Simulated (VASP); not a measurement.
All values below come from optB86b-vdW, VASP's PBE PAW potentials (set 64) (plane waves; VASP).

VASP ran on this input.

**POSCAR**
```
CeO2
1
    0.0000000000     2.6623587493     2.6623587493
    2.6623587493     0.0000000000     2.6623587493
    2.6623587493     2.6623587493     0.0000000000
Ce O
1 2
Direct
  0.0000000000   0.0000000000   0.0000000000
  0.2500000000   0.2500000000   0.2500000000
  0.7500000000   0.7500000000   0.7500000000
```

### KPOINTS
```
Automatic mesh
0
Gamma
7 7 7
0 0 0
```

### INCAR
```
SYSTEM = CeO2
PREC = Accurate
ENCUT = 520
EDIFF = 1E-7
NELM = 100
ALGO = Normal
LREAL = .FALSE.
LASPH = .TRUE.
ISMEAR = 0
SIGMA = 0.05
GGA = MK
PARAM1 = 0.1234
PARAM2 = 1.0
LUSE_VDW = .TRUE.
AGGAC = 0.0
LMAXMIX = 6
LWAVE = .FALSE.
LCHARG = .FALSE.
ISIF = 2
```

POTCAR, in this order: Ce O (PBE.64 set). Program: vasp_std.

Q: What will the output report for the number of irreducible k-points (NKPTS), largest plane-wave count, number of space-group operations, FFT grid (NGX, NGY, NGZ)?

A: 
number of irreducible k-points (NKPTS): 20
largest plane-wave count: 1024
number of space-group operations: 48
FFT grid (NGX, NGY, NGZ): 28 × 28 × 28

The compound is CeO2 in the fluorite structure. This cell is one point of a volume scan, at 0.94 of the reference volume. The run is not spin-polarised, so no magnetic state was tried.
